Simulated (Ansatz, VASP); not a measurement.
## H23C21 (amorphous polystyrene at 500 K) in two plane-wave programs

Aim: how closely do two programs agree when they are given the same cell, functional and k mesh? Of the first pair: The structure shown is the start of the Ansatz relaxation below; VASP solves that cell, so the two are compared at the walk's first step.

Method: plane waves, with VASP 6.6.1 beside it; RPBE with D3(BJ), in Ansatz 0.2.0.

**1. Starting point**

The cell holds 176 atoms: 84 C and 92 H. Its edges and angles: a = 12.719 Å, b = 12.719 Å, c = 12.719 Å, α = 90.0°, β = 90.0°, γ = 90.0°. As first built, before any earlier steps moved the atoms or strained the cell (in the runner's words): 2 polystyrene chains of 5 units placed at random, at 0.889 g/cm^3; overlaps pushed apart, then 20 ps at 800 K with MMFF94 bonds, angles, torsions, charges and radii (Halgren, J. Comput. Chem. 17, 490 (1996)) in harmonic and 12-6 forms; charges of ions scaled by 0.8. Snapshot after 30 ps at 500 K and fixed volume. The cell carries charge −1.

**2. Ansatz: relaxation, RPBE with D3(BJ)**

Ansatz runs on its default PAW (the set named soft_2) files.

The two programs are compared at the cell with which this relaxation starts, whose forces are those of its first step.

Input file input.yaml:

```yaml
crystal:
  lattice:
    - [12.71935, 0.0, 0.0]
    - [0.0, 12.71935, 0.0]
    - [0.0, 0.0, 12.71935]
  atoms:
    - { symbol: C, position: [0.36357, 0.97669, 0.80132] }
    - { symbol: C, position: [0.31507, 0.88679, 0.86468] }
    - { symbol: C, position: [0.33198, 0.89885, 0.98386] }
    - { symbol: C, position: [0.28116, 0.99814, 0.02568] }
    - { symbol: C, position: [0.34233, 0.07821, 0.07039] }
    - { symbol: C, position: [0.29605, 0.16946, 0.11073] }
    - { symbol: C, position: [0.18693, 0.18196, 0.10658] }
    - { symbol: C, position: [0.12484, 0.1028, 0.06202] }
    - { symbol: C, position: [0.1717, 0.01186, 0.02196] }
    - { symbol: C, position: [0.2919, 0.80242, 0.04549] }
    - { symbol: C, position: [0.35769, 0.70239, 0.03114] }
    - { symbol: C, position: [0.4723, 0.71482, 0.06212] }
    - { symbol: C, position: [0.54798, 0.65132, 0.01288] }
    - { symbol: C, position: [0.65367, 0.65534, 0.04216] }
    - { symbol: C, position: [0.68633, 0.72376, 0.12187] }
    - { symbol: C, position: [0.61199, 0.78802, 0.17103] }
    - { symbol: C, position: [0.50609, 0.7836, 0.1414] }
    - { symbol: C, position: [0.31014, 0.60664, 0.09007] }
    - { symbol: C, position: [0.29711, 0.6241, 0.21022] }
    - { symbol: C, position: [0.33444, 0.52847, 0.27098] }
    - { symbol: C, position: [0.27308, 0.43742, 0.28121] }
    - { symbol: C, position: [0.31032, 0.34982, 0.33624] }
    - { symbol: C, position: [0.41031, 0.3516, 0.38193] }
    - { symbol: C, position: [0.47284, 0.44136, 0.37129] }
    - { symbol: C, position: [0.43519, 0.52856, 0.31604] }
    - { symbol: C, position: [0.18428, 0.6596, 0.23707] }
    - { symbol: C, position: [0.17539, 0.73032, 0.33507] }
    - { symbol: C, position: [0.06614, 0.77786, 0.33985] }
    - { symbol: C, position: [0.04992, 0.88179, 0.30676] }
    - { symbol: C, position: [0.94955, 0.92658, 0.30785] }
[... 140 atom lines left out ...]
    - { symbol: H, position: [0.76877, 0.19554, 0.84231] }
    - { symbol: H, position: [0.94151, 0.26845, 0.90256] }
    - { symbol: H, position: [0.96158, 0.33411, 0.08413] }
    - { symbol: H, position: [0.67154, 0.43697, 0.24385] }
    - { symbol: H, position: [0.78198, 0.50483, 0.19271] }
    - { symbol: H, position: [0.77129, 0.48366, 0.33007] }
total_charge: -1
kpoints:
  mp_grid: { grid: [1, 1, 1] }
hamiltonian:
  xc: rpbe
  dispersion: d3bj
scf:
  occupations: { method: fermi_dirac, width: 0.01 }
  lower_state_search: "off"
output:
  forces: true
magnetization:
  spin_polarized: true
  initial_magnetization: 1
relax:
  f_tol: 0.05
  max_steps: 90
```

Run with:

```console
> ansatz run input.yaml --threads 4 --pin off --max-ram 8192MiB --backend cpu --events-out ev --progress --plain --runs-dir out
```

Numbers of over 12 decimals in the logs are rounded to 6 here.

The log of the run:

```text
Engine: ansatz 0.2.0, aarch64-unknown-linux-gnu
Pseudopotentials: kind: paw
Pseudopotential: C, paw, valence charge 4, recommended cutoff 420 eV (normal), C.paw.azcp
Pseudopotential: H, paw, valence charge 1, recommended cutoff 420 eV (normal), H.paw.azcp
Functional definition: RPBE
  parameter kappa = 0.804
  parameter beta = 0.066725
  exchange = rpbe_x(kappa = kappa, mu = beta*pi^2/3)
  correlation = pbe_c(beta = beta)
Crystal: 176 atoms, lattice volume = 2057.760 Å³
Basis set: ecut = 420 eV, 40243 PW (Γ), exchange–correlation on 180×180×180 points (8 copies of the dense FFT grid, shifted against one another)
Bands: 391, of which v1, the nominal top of the filled ones, is band 215 counted from 1 (214 counted from 0)
Symmetry: 1 space group operations
Space group: P1 (ITA 1), of the structure as read, at distance tolerance 1.3e-4 Å
Magnetic group: BNS 1.1 (UNI 1), of the structure as read, at distance tolerance 1.3e-4 Å
k-points: 1
Non-local potential: C, projectors of the file, l = 0: 2, l = 1: 2, l = 2: 1
Non-local potential: H, projectors of the file, l = 0: 2, l = 1: 1
PAW form: soft (Blöchl's): semilocal exchange-correlation on the pseudo side does not see the compensation charge
PAW frozen core: C, regenerated for the run's functional, and the local potential with it (the file was generated under x = pbe(κ = 0.804, μ = 0.219515), c = pbe(β = 0.066725))
PAW one-centre angular grid: C, 110 points (default); XC on 64 Gauss nodes
PAW one-centre angular grid: H, 110 points (default); XC on 64 Gauss nodes
Initial density: superposition of atomic densities (chi_scale 0.1, normalization cell)
Starting moments: Σ|m| = 1 μB on 176 of 176 sites
Initial wavefunctions: pseudopotential atomic-orbital guess
Functional: x = rpbe, c = pbe(β = 0.066725)
SCF iter   1: F=—  HF=-22787.937383 eV  |F-HF|=—  |Δ(HF+E_count)|=         —  Δρ=5.24e-2 (↑5.22e-2 ↓5.24e-2)  dr2=2.51e2  dr2_m=1.71e-2  M=1.000 μB ∫|m|=1.014 μB  β_m=1.00  ethr=3.10e-3  ⟨swp⟩=6.0  Hψ=3642  notcnv=0  defer=117
preconditioner: auto → none  [metal: Δε(μ)=0.019 eV  Ē_g=14.783 eV  σ=0.010 eV  W_gap=0.45  n_scr=340 (ndim 8)  ℏωp=15.2 eV  f_vac=0.167  D(μ)=43.66/eV (n_scr^D=250)  sad-step TF]
SCF iter   2: F=—  HF=-22751.702380 eV  |F-HF|=—  |Δ(HF+E_count)|=         —  Δρ=3.78e-2 (↑3.78e-2 ↓3.78e-2)  dr2=1.43e2  dr2_m=2.83e-3  M=0.994 μB ∫|m|=1.067 μB  β_m=0.30  ethr=3.10e-3  ⟨swp⟩=3.0  Hψ=1376  notcnv=0  defer=308
Mixer restart at iter 2: flushing history
preconditioner: auto → Resta (q_TF=auto, 2.101 Å⁻¹)  ε∞=2.1  [insulator: Δε(μ)=0.023 eV  Ē_g=14.508 eV  σ=0.010 eV  W_gap=0.52  n_scr=340 (ndim 8)  ℏωp=15.3 eV  f_vac=0.152  D(μ)=38.20/eV (n_scr^D=202)  ε∞_Penn≈2.1]
spin=Collinear: Resta preconditioning applied to the charge; magnetization (m = ρ↑ − ρ↓) channel mixes plain (no charge-response kernel on spin).
SCF iter   3: F=—  HF=-22720.362349 eV  |F-HF|=—  |Δ(HF+E_count)|=    3.13e1  Δρ=2.50e-2 (↑2.50e-2 ↓2.49e-2)  dr2=5.71e1  dr2_m=1.53e-2  M=0.970 μB ∫|m|=1.229 μB  β_m=0.30  ethr=3.10e-3  ⟨swp⟩=2.5  Hψ=952  notcnv=0  defer=308
SCF iter   4: F=—  HF=-22701.999642 eV  |F-HF|=—  |Δ(HF+E_count)|=    1.84e1  Δρ=8.90e-3 (↑8.90e-3 ↓8.25e-3)  dr2=4.94e0  dr2_m=2.94e-2  M=0.954 μB ∫|m|=1.175 μB  β_m=0.30  ethr=3.10e-3  ⟨swp⟩=3.0  Hψ=1404  notcnv=0  defer=312
SCF iter   5: F=—  HF=-22701.505366 eV  |F-HF|=—  |Δ(HF+E_count)|=   4.94e-1  Δρ=6.05e-3 (↑6.05e-3 ↓5.52e-3)  dr2=2.51e0  dr2_m=2.59e-2  M=0.900 μB ∫|m|=1.057 μB  β_m=0.30  ethr=1.15e-3  ⟨swp⟩=2.0  Hψ=501  notcnv=0  defer=312
SCF iter   6: F=—  HF=-22701.371542 eV  |F-HF|=—  |Δ(HF+E_count)|=   1.34e-1  Δρ=2.92e-3 (↑2.92e-3 ↓1.96e-3)  dr2=8.21e-1  dr2_m=1.68e-2  M=0.969 μB ∫|m|=1.110 μB  β_m=0.30  ethr=5.86e-4  ⟨swp⟩=2.0  Hψ=935  notcnv=0  defer=312
SCF iter   7: F=—  HF=-22701.328041 eV  |F-HF|=—  |Δ(HF+E_count)|=   4.35e-2  Δρ=1.54e-3 (↑1.54e-3 ↓9.98e-4)  dr2=2.64e-1  dr2_m=5.08e-3  M=0.968 μB ∫|m|=1.098 μB  β_m=0.30  ethr=1.91e-4  ⟨swp⟩=3.0  Hψ=777  notcnv=0  defer=312
SCF iter   8: F=—  HF=-22701.320941 eV  |F-HF|=—  |Δ(HF+E_count)|=   7.10e-3  Δρ=1.47e-3 (↑1.47e-3 ↓7.69e-4)  dr2=2.25e-1  dr2_m=5.82e-3  M=0.997 μB ∫|m|=1.114 μB  β_m=0.30  ethr=6.16e-5  ⟨swp⟩=3.0  Hψ=547  notcnv=0  defer=312
Mixer restart at iter 8: flushing history
spin-set hold released at iteration 8 (site moments contracting): the magnetisation degrees of freedom join the quasi-Newton model from the next iteration; the mixer history was flushed
SCF iter   9: F=—  HF=-22701.326674 eV  |F-HF|=—  |Δ(HF+E_count)|=   5.73e-3  Δρ=1.42e-3 (↑1.42e-3 ↓5.64e-4)  dr2=1.90e-1  dr2_m=7.86e-3  M=0.978 μB ∫|m|=1.110 μB  β_m=0.26  ethr=5.25e-5  ⟨swp⟩=2.5  Hψ=878  notcnv=0  defer=312
SCF iter  10: F=—  HF=-22701.313901 eV  |F-HF|=—  |Δ(HF+E_count)|=   1.28e-2  Δρ=8.11e-4 (↑8.11e-4 ↓4.94e-4)  dr2=5.49e-2  dr2_m=2.26e-3  M=0.988 μB ∫|m|=1.104 μB  β_m=0.28  ethr=4.43e-5  ⟨swp⟩=2.0  Hψ=717  notcnv=0  defer=312
[...]
- { symbol: H, position: [0.484239, 0.598459, 0.308659] }
    - { symbol: H, position: [0.133270, 0.590578, 0.247022] }
    - { symbol: H, position: [0.153305, 0.703635, 0.171015] }
    - { symbol: H, position: [0.231802, 0.795167, 0.325104] }
    - { symbol: H, position: [0.117531, 0.927328, 0.280370] }
    - { symbol: H, position: [0.939478, 0.00648356, 0.281337] }
    - { symbol: H, position: [0.785840, 0.901942, 0.345850] }
    - { symbol: H, position: [0.812541, 0.716753, 0.403721] }
    - { symbol: H, position: [0.990483, 0.637796, 0.401262] }
    - { symbol: H, position: [0.159890, 0.600706, 0.446149] }
    - { symbol: H, position: [0.289239, 0.643763, 0.428042] }
    - { symbol: H, position: [0.116011, 0.755692, 0.549982] }
    - { symbol: H, position: [0.409309, 0.776123, 0.498855] }
    - { symbol: H, position: [0.499071, 0.948882, 0.481244] }
    - { symbol: H, position: [0.397351, 0.114579, 0.498422] }
    - { symbol: H, position: [0.204357, 0.107579, 0.533167] }
    - { symbol: H, position: [0.114553, 0.934280, 0.548474] }
    - { symbol: H, position: [0.325489, 0.658811, 0.621914] }
    - { symbol: H, position: [0.231985, 0.720172, 0.705047] }
    - { symbol: H, position: [0.200070, 0.600513, 0.639300] }
    - { symbol: C, position: [0.975597, 0.627883, 0.997823] }
    - { symbol: C, position: [0.997622, 0.613155, 0.880534] }
    - { symbol: C, position: [0.914975, 0.665991, 0.808766] }
    - { symbol: C, position: [0.921170, 0.784372, 0.819211] }
    - { symbol: C, position: [0.847937, 0.839401, 0.880649] }
    - { symbol: C, position: [0.856227, 0.948412, 0.894101] }
    - { symbol: C, position: [0.937419, 0.00379225, 0.845287] }
    - { symbol: C, position: [0.010271, 0.950214, 0.782791] }
    - { symbol: C, position: [0.00221095, 0.841217, 0.770514] }
    - { symbol: C, position: [0.927329, 0.629311, 0.694039] }
    - { symbol: C, position: [0.889691, 0.515615, 0.676538] }
    - { symbol: C, position: [0.771803, 0.505980, 0.691638] }
    - { symbol: C, position: [0.730113, 0.450745, 0.776935] }
    - { symbol: C, position: [0.621225, 0.441312, 0.791782] }
    - { symbol: C, position: [0.551785, 0.488336, 0.719800] }
    - { symbol: C, position: [0.592382, 0.544632, 0.634506] }
    - { symbol: C, position: [0.701203, 0.553868, 0.620386] }
    - { symbol: C, position: [0.924146, 0.472344, 0.568714] }
    - { symbol: C, position: [0.937835, 0.351991, 0.571026] }
    - { symbol: C, position: [0.042713, 0.321427, 0.618478] }
    - { symbol: C, position: [0.138253, 0.358663, 0.577689] }
    - { symbol: C, position: [0.234326, 0.330012, 0.623164] }
    - { symbol: C, position: [0.236248, 0.263629, 0.711135] }
    - { symbol: C, position: [0.141801, 0.224731, 0.751920] }
[...]
- { symbol: C, position: [0.814758, 0.343996, 0.239450] }
    - { symbol: C, position: [0.801308, 0.301645, 0.128858] }
    - { symbol: C, position: [0.704011, 0.262093, 0.093407] }
    - { symbol: C, position: [0.693280, 0.223525, 0.990637] }
    - { symbol: C, position: [0.778501, 0.224485, 0.921450] }
    - { symbol: C, position: [0.875471, 0.264616, 0.955644] }
    - { symbol: C, position: [0.885913, 0.302508, 0.058682] }
    - { symbol: C, position: [0.755843, 0.448808, 0.252198] }
    - { symbol: H, position: [0.899930, 0.592277, 0.019246] }
    - { symbol: H, position: [0.036560, 0.590455, 0.046048] }
    - { symbol: H, position: [0.972354, 0.711461, 0.018984] }
    - { symbol: H, position: [0.000956853, 0.528693, 0.862795] }
[...]
- { symbol: H, position: [0.636455, 0.261308, 0.146100] }
    - { symbol: H, position: [0.617586, 0.192800, 0.964456] }
    - { symbol: H, position: [0.769127, 0.195064, 0.841611] }
    - { symbol: H, position: [0.942656, 0.267350, 0.902745] }
    - { symbol: H, position: [0.961536, 0.333437, 0.084959] }
    - { symbol: H, position: [0.670803, 0.437330, 0.243505] }
    - { symbol: H, position: [0.781053, 0.505199, 0.192122] }
    - { symbol: H, position: [0.770408, 0.484242, 0.329525] }
```

**3. VASP: single point, RPBE with D3(BJ), start cell, pair 1**

The same cell, functional, mesh and smearing now go to VASP, with its own data sets.

Lines of VASP's logs that name or quote its potential files are left out, and so is its time.

Input file INCAR:

```
SYSTEM = H23C21
PREC = Accurate
ENCUT = 520
EDIFF = 1E-06
NELM = 200
ISMEAR = -1
SIGMA = 0.01
LREAL = Auto
ALGO = Normal
GGA = RP
IVDW = 12
NELECT = 429
NBANDS = 337
ISPIN = 2
MAGMOM = 0 0 -0 0 0 0 0 0 0 0 -0 0.01 0 -0 0 0 -0 0 0 -0 0.01 0.01 -0 0.01 0.01 0 -0 0.01 -0 0.01 0 -0 0.01 0 -0 0 0.01 0 0 0 0 0 0 0 0 -0 0 0 -0 0 0 0 -0 0.01 -0 0.01 0 -0 0.01 0 0 0.01 0 0 0 0 0 0 0 0.01 0 -0 0 0 -0 0 -0 0 0.01 0 0 0.01 0 0 0 0 0 0 0 0 -0 -0 -0 -0 -0 0 -0 0 -0 0 -0 -0 0 0 0 0 -0 -0 0 -0 -0 0 0 0 0 -0 -0 0 -0 0 0 0 -0 -0 -0 -0 -0 0 0 0 0 0 0 0 0 0 -0 -0 0 -0 -0 -0 0 0 0 -0 -0 0 -0 0 -0 0 -0 -0 -0 -0 -0 0 0 0 -0 0 -0 -0 0 0 0 0 -0 -0 -0 -0 -0 0 0 0
LORBIT = 11
LWAVE = .FALSE.
LCHARG = .FALSE.
ISIF = 2
LASPH = .TRUE.
GGA_COMPAT = .FALSE.
```

Input file POSCAR:

```
H23C21
1.0
   12.7193500000      0.0000000000      0.0000000000
    0.0000000000     12.7193500000      0.0000000000
    0.0000000000      0.0000000000     12.7193500000
C H
84 92
Direct
    0.3635720379      0.9766929914      0.8013223946
    0.3150711318      0.8867905986      0.8646825506
    0.3319823733      0.8988509633      0.9838631691
    0.2811621663      0.9981406283      0.0256774128
    0.3423288140      0.0782115438      0.0703888170
    0.2960528643      0.1694583450      0.1107289288
    0.1869277911      0.1819589838      0.1065777732
    0.1248412851      0.1027961335      0.0620236097
    0.1716990255      0.0118638138      0.0219586693
    0.2919017088      0.8024230798      0.0454897459
    0.3576912342      0.7023865213      0.0311415285
    0.4722961472      0.7148164018      0.0621179541
    0.5479761151      0.6513225912      0.0128780166
    0.6536733402      0.6553400921      0.0421562423
    0.6863322418      0.7237633999      0.1218694352
    0.6119888202      0.7880198281      0.1710307524
    0.5060871821      0.7836013633      0.1413987350
    0.3101416346      0.6066426350      0.0900674956
    0.2971063773      0.6240963571      0.2102230067
    0.3344431909      0.5284704014      0.2709808284
    0.2730799923      0.4374201512      0.2812093385
    0.3103224614      0.3498213352      0.3362435974
    0.4103118477      0.3515981556      0.3819298942
    0.4728386278      0.4413590317      0.3712925582
    0.4351873327      0.5285568838      0.3160381623
    0.1842782847      0.6596013161      0.2370718629
    0.1753863208      0.7303203387      0.3350721538
    0.0661433171      0.7778620763      0.3398522723
    0.0499239348      0.8817903431      0.3067609587
    0.9495532397      0.9265803677      0.3078537818
[... 140 atom lines left out ...]
    0.7687735615      0.1955367216      0.8423071934
    0.9415103759      0.2684492525      0.9025618447
    0.9615821563      0.3341129853      0.0841316577
    0.6715437503      0.4369720151      0.2438489388
    0.7819817837      0.5048292562      0.1927063883
    0.7712894134      0.4836567906      0.3300718983
```

Input file KPOINTS:

```
Automatic mesh
0
Gamma
1 1 1
0 0 0
```

Potentials, in the order of the species: C and H (PBE family, release 64).

Run with:

```console
> export OMP_NUM_THREADS=3
> mpirun -np 1 vasp_gam
```

The log of the run:

```text
[banner, memory and clock lines left out]
running    1 mpi-ranks, on    1 nodes
[...]
Offloading initialized ...    1 GPUs detected
[...]
|                                                                             |
|               ----> ADVICE to this user running VASP <----                  |
|                                                                             |
|     You enforced a specific xc type in the INCAR file but a different       |
|     [... a line on the potential file left out ...]
|     I HOPE YOU KNOW WHAT YOU ARE DOING!                                     |
|                                                                             |

 LDA part: xc-table for (Slater+PW92), standard interpolation
 POSCAR, INCAR and KPOINTS ok, starting setup
[...]
entering main loop
       N       E                     dE             d eps       ncg     rms          rms(c)
DAV:   1     0.295479445184E+04    0.29548E+04   -0.21121E+05  1372   0.115E+03
DAV:   2    -0.782735214665E+03   -0.37375E+04   -0.35531E+04  1726   0.269E+02
DAV:   3    -0.115840340575E+04   -0.37567E+03   -0.37204E+03  1720   0.865E+01
DAV:   4    -0.116923127961E+04   -0.10828E+02   -0.10781E+02  1736   0.169E+01
DAV:   5    -0.116955061043E+04   -0.31933E+00   -0.31904E+00  1848   0.271E+00BRMIX: very serious problems
 the old and the new charge density differ
 old charge density:   428.00000 new  429.00000
    0.531E+01
DAV:   6    -0.108840749182E+04    0.81143E+02   -0.96004E+01  1552   0.134E+01    0.293E+01
DAV:   7    -0.106890867519E+04    0.19499E+02   -0.57558E+01  1648   0.106E+01    0.118E+01
DAV:   8    -0.106817589510E+04    0.73278E+00   -0.45901E+00  1672   0.383E+00    0.308E+00
DAV:   9    -0.106811843405E+04    0.57461E-01   -0.10450E+00  1568   0.182E+00    0.128E+00
[...]
DAV:  26    -0.106811268921E+04   -0.96165E-07   -0.18678E-05  1304   0.878E-03    0.209E-03
DAV:  27    -0.106811268713E+04    0.20793E-05   -0.12368E-05  1272   0.722E-03    0.952E-04
DAV:  28    -0.106811268637E+04    0.76035E-06   -0.23802E-06  1224   0.311E-03
   1 F= -.10998904E+04 E0= -.10998830E+04  d E =-.146985E-01  mag=    -0.9919
```

OUTCAR, selected parts (step 3):

```text
 magnetization (x)
# of ion       s       p       d       tot
------------------------------------------
    1       -0.000  -0.000   0.000  -0.000
    2       -0.000  -0.000   0.000  -0.000
    3        0.000   0.000   0.000   0.000
    4       -0.000  -0.002   0.000  -0.002
    5        0.000  -0.002   0.000  -0.002
    6       -0.001  -0.012   0.000  -0.012
[...]
174       -0.000  -0.000   0.000  -0.000
  175       -0.000  -0.000   0.000  -0.000
  176        0.000  -0.000   0.000  -0.000
--------------------------------------------------
tot         -0.005  -0.432   0.000  -0.437
```

Dispersion corrections of this kind ignore metallic screening and tend to overbind metals.

**4. Differences**

Known differences besides the potentials themselves: VASP starts from the moments at which Ansatz ended; the cutoff is 420 eV in Ansatz and 520 eV in VASP (PREC = Accurate, projectors in real space); Ansatz makes its cores anew for this functional, VASP keeps those of its PBE data sets. Total energies have different zeros and are not compared.

Forces on 8 of the 176 atoms, those with the largest forces and the largest differences (eV/Å; atoms numbered as in POSCAR):

```
atom         Ansatz x, y, z           VASP x, y, z
 C21  -0.180, 0.199, -0.138  -0.210, 0.194, -0.149
 C22   0.099, -0.277, 0.133   0.078, -0.309, 0.142
 C25  -0.119, 0.256, -0.170  -0.109, 0.277, -0.175
 C40   -0.068, 0.121, 0.028   -0.100, 0.148, 0.037
 C54   0.146, -0.192, 0.269   0.179, -0.189, 0.264
 C56   0.033, -0.197, 0.273   0.019, -0.214, 0.302
 C57  -0.184, 0.159, -0.240  -0.212, 0.164, -0.239
 C59  -0.018, 0.173, -0.278  -0.006, 0.195, -0.309
```

The forces differ by 14 meV/Å r.m.s., which is 19.8 % of the r.m.s. force of 0.070 eV/Å (both taken over all components). Moments aren't recorded for both runs of this pair, so they may hold unlike magnetic states. The cell carries a charge of -1 e against a uniform background, so its pressure also hangs on how the neutralising background is counted, and in a defect's cell a gap may be the spacing between its levels.

**5. Ansatz: relaxation, RPBE with D3(BJ)**

This run makes the geometry at which the two programs are then compared.

The structure compared here is the end of the Ansatz relaxation.

This is the run of step 2 again, met here at its other cell.

(Part 1 of 2 ends here.)

[Lines on the potential files, build, host, timing and source positions are cut from VASP's logs without a mark.]

[Logs are printed without paths, hosts, clocks, repeated set-up lines and the standing remarks that a program may print on its own settings, such as how far it seeks lower states.]

[Hosts, paths, dates, database ids (printed as entryN), source tags and the programs' standing remarks are cut or masked in the printed files.]

[The MMFF94 radii named for the starting cell were scaled by 0.96; in molecules described by MMFF94, hydrogen bound to N, O or S took a small fixed 12-6 site in their place.]
